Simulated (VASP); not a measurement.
Level of theory: PBE GGA, VASP's PBE PAW potentials (set 64) (plane waves; VASP 6.6.1).

Input for VASP

### KPOINTS
```
Automatic mesh
0
Gamma
12 12 12
0 0 0
```

### INCAR
```
# general
SYSTEM  = TiCo
PREC    = Accurate
ENCUT   = 500
LREAL   = .FALSE.
LASPH   = .TRUE.

# electronic loop
EDIFF   = 1E-6
NELM    = 100
ALGO    = Normal
LMAXMIX = 4

# smearing
ISMEAR  = 1
SIGMA   = 0.1

# functional
GGA     = PE

# ions
IBRION  = 2
NSW     = 40
ISIF    = 3
EDIFFG  = -0.02
PSTRESS = 100

# output
LWAVE   = .FALSE.
LCHARG  = .FALSE.
```

**POSCAR**
```
TiCo
1.0
  2.9189202082   0.0000000000   0.0000000000
  0.0000000000   2.9189202082   0.0000000000
  0.0000000000   0.0000000000   2.9189202082
Ti Co
1 1
Cartesian
  0.0000000000   0.0000000000   0.0000000000
  1.4594601041   1.4594601041   1.4594601041
```

POTCAR, in this order: Ti_sv Co (PBE.64 set). Program: vasp_std.

What VASP printed:

File OUTCAR:
```
 ion  position               nearest neighbor table
   1  0.000  0.000  0.000-   2 2.53   2 2.53   2 2.53   2 2.53   2 2.53   2 2.53   2 2.53   2 2.53
  LATTYP: Found a simple cubic cell.
 ALAT       =     2.9189202082
 Subroutine PRICEL returns:
 Original cell was already a primitive cell.
 Subroutine GETGRP returns: Found 48 space group operations
The static configuration has the point symmetry O_h .
The dynamic configuration has the point symmetry O_h .
 Subroutine INISYM returns: Found 48 space group operations
 Subroutine IBZKPT returns following result:
 Found     84 irreducible k-points:

 Following reciprocal coordinates:
            Coordinates               Weight
  0.000000  0.000000  0.000000      1.000000
  0.083333  0.000000  0.000000      6.000000
  0.166667  0.000000  0.000000      6.000000
  0.250000  0.000000  0.000000      6.000000
  0.333333  0.000000  0.000000      6.000000
  0.416667  0.000000  0.000000      6.000000
  0.500000  0.000000  0.000000      3.000000
  0.083333  0.083333  0.000000     12.000000
  0.166667  0.083333  0.000000     24.000000
  0.250000  0.083333  0.000000     24.000000
  0.333333  0.083333  0.000000     24.000000
  0.416667  0.083333  0.000000     24.000000
  0.500000  0.083333  0.000000     12.000000
  0.166667  0.166667  0.000000     12.000000
  0.250000  0.166667  0.000000     24.000000
  0.333333  0.166667  0.000000     24.000000
  0.416667  0.166667  0.000000     24.000000
  0.500000  0.166667  0.000000     12.000000
  0.250000  0.250000  0.000000     12.000000
  0.333333  0.250000  0.000000     24.000000
  0.416667  0.250000  0.000000     24.000000
  0.500000  0.250000  0.000000     12.000000
  0.333333  0.333333  0.000000     12.000000
  0.416667  0.333333  0.000000     24.000000
  0.500000  0.333333  0.000000     12.000000
  0.416667  0.416667  0.000000     12.000000
  0.500000  0.416667  0.000000     12.000000
  0.500000  0.500000  0.000000      3.000000
  0.083333  0.083333  0.083333      8.000000
  0.166667  0.083333  0.083333     24.000000
  0.250000  0.083333  0.083333     24.000000
  0.333333  0.083333  0.083333     24.000000
  0.416667  0.083333  0.083333     24.000000
  0.500000  0.083333  0.083333     12.000000
  0.166667  0.166667  0.083333     24.000000
  0.250000  0.166667  0.083333     48.000000
  0.333333  0.166667  0.083333     48.000000
  0.416667  0.166667  0.083333     48.000000
  0.500000  0.166667  0.083333     24.000000
  0.250000  0.250000  0.083333     24.000000
   k-points           NKPTS =     84   k-points in BZ     NKDIM =     84   number of bands    NBANDS=     14
   number of dos      NEDOS =    301   number of ions     NIONS =      2
   total plane-waves  NPLWV =  13824
   dimension x,y,z NGX =    24 NGY =   24 NGZ =   24
   dimension x,y,z NGXF=    48 NGYF=   48 NGZF=   48
   ions per type =               1   1
   PREC   = accura    normal or accurate (medium, high low for compatibility)
   ISTART =      0    job   : 0-new  1-cont  2-samecut
   ICHARG =      2    charge: 1-file 2-atom 10-const
   ISPIN  =      1    spin polarized calculation?
   LNONCOLLINEAR =      F non collinear calculations
   LSORBIT =      F    spin-orbit coupling
   INIWAV =      1    electr: 0-lowe 1-rand  2-diag
   ENCUT  =  500.0 eV  36.75 Ry    6.06 a.u.   5.32  5.32  5.32*2*pi/ulx,y,z
   NELM   =    100;   NELMIN=  2; NELMDL= -5     # of ELM steps
   EDIFF  = 0.1E-05   stopping-criterion for ELM
   LREAL  =      F    real-space projection
   NLSPLINE    = F    spline interpolate recip. space projectors
   LMAXMIX     =    4 max onsite mixed and CHGCAR
   VOSKOWN=      0    Vosko Wilk Nusair interpolation
...
```

### OSZICAR
```
       N       E                     dE             d eps       ncg     rms          rms(c)
DAV:   1     0.152606268704E+03    0.15261E+03   -0.10458E+04  2352   0.188E+03
DAV:   2    -0.803374409246E+01   -0.16064E+03   -0.15803E+03  2376   0.411E+02
DAV:   3    -0.174991385169E+02   -0.94654E+01   -0.93753E+01  3820   0.109E+02
DAV:   4    -0.177485052211E+02   -0.24937E+00   -0.24864E+00  2820   0.146E+01
DAV:   5    -0.177599197982E+02   -0.11415E-01   -0.11414E-01  3522   0.277E+00    0.141E+01
DAV:   6    -0.161413192116E+02    0.16186E+01   -0.13298E+01  2612   0.564E+01    0.720E+00
DAV:   7    -0.178349038909E+02   -0.16936E+01   -0.25017E+01  3802   0.509E+01    0.203E+01
DAV:   8    -0.155801123916E+02    0.22548E+01   -0.13449E+01  3494   0.372E+01    0.176E+00
DAV:   9    -0.156121276123E+02   -0.32015E-01   -0.27262E-01  3272   0.538E+00    0.188E+00
DAV:  10    -0.155958609973E+02    0.16267E-01   -0.86296E-02  3538   0.378E+00    0.451E-01
DAV:  11    -0.155946424834E+02    0.12185E-02   -0.65082E-03  2908   0.976E-01    0.252E-01
DAV:  12    -0.155941970429E+02    0.44544E-03   -0.18126E-03  3668   0.385E-01    0.632E-02
DAV:  13    -0.155941589197E+02    0.38123E-04   -0.11542E-04  2788   0.117E-01    0.351E-02
DAV:  14    -0.155941512565E+02    0.76632E-05   -0.46801E-05  3454   0.670E-02    0.368E-03
DAV:  15    -0.155941512270E+02    0.29498E-07   -0.10742E-06  1526   0.130E-02
   1 F= -.14041921E+02 E0= -.14041470E+02  d E =-.140419E+02
```

OUTCAR:
```
------------------------ aborting loop because EDIFF is reached ----------------------------------------
  FORCE on cell =-STRESS in cart. coord.  units (eV):
  Direction    XX          YY          ZZ          XY          YZ          ZX
  --------------------------------------------------------------------------------------
  Total        1.5389964      1.5389964      1.5389964      0.0000000      0.0000000     -0.0000000
  in kB       99.1474402     99.1474402     99.1474402      0.0000000      0.0000000     -0.0000000
  external PRESSURE =      -0.8525598 kB  Pullay stress =     100.0000000 kB
  volume of cell :       24.87
      direct lattice vectors                 reciprocal lattice vectors
     2.918920208  0.000000000  0.000000000     0.342592441  0.000000000  0.000000000
     0.000000000  2.918920208  0.000000000     0.000000000  0.342592441  0.000000000
     0.000000000  0.000000000  2.918920208     0.000000000  0.000000000  0.342592441
 POSITION                                       TOTAL-FORCE (eV/Angst)
 -----------------------------------------------------------------------------------
      0.00000      0.00000      0.00000         0.000000      0.000000      0.000000
      1.45946      1.45946      1.45946         0.000000      0.000000      0.000000
 -----------------------------------------------------------------------------------
    total drift:                                0.000000      0.000000     -0.000000
  FREE ENERGIE OF THE ION-ELECTRON SYSTEM (eV)
  ---------------------------------------------------
  free  energy   TOTEN  =       -15.5941512270 eV

  energy  without entropy=      -15.5927983899  energy(sigma->0) =      -15.59370028
  enthalpy is  TOTEN    =       -14.0419211750 eV   P V=        1.5522300520

 reached required accuracy - stopping structural energy minimisation
```
(Selected blocks of OUTCAR.)

The compound is TiCo in the CsCl type structure. It was relaxed first under an external pressure of 10 GPa. The run is not spin-polarised, so no magnetic state was tried. The electron count is odd and the run is not spin-polarised, which forces a metal.
